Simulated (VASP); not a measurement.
Here is the system:

```
PbTe
1.0
    0.00000     3.18796     3.18796
    3.18796     0.00000     3.18796
    3.18796     3.18796     0.00000
Te Pb
1 1
Direct
  0.50000   0.50000   0.50000
  0.00000   0.00000   0.00000
```

All values below come from PBEsol GGA, VASP's PBE PAW potentials (set 64) (plane waves; VASP). Settings: 520 eV cut-off, 7×7×7 Γ-centred mesh, Gaussian smearing of 0.050 eV, potentials Te Pb_d.

Give the stress tensor in GPa (positive for a compressed cell).

```
1.47  0.00  0.00
0.00  1.47  0.00
0.00  0.00  1.47
```
The pressure is its mean diagonal, 1.47 GPa.

The compound is PbTe in the rock salt structure. This cell is one point of a volume scan, at 0.97 of the reference volume.
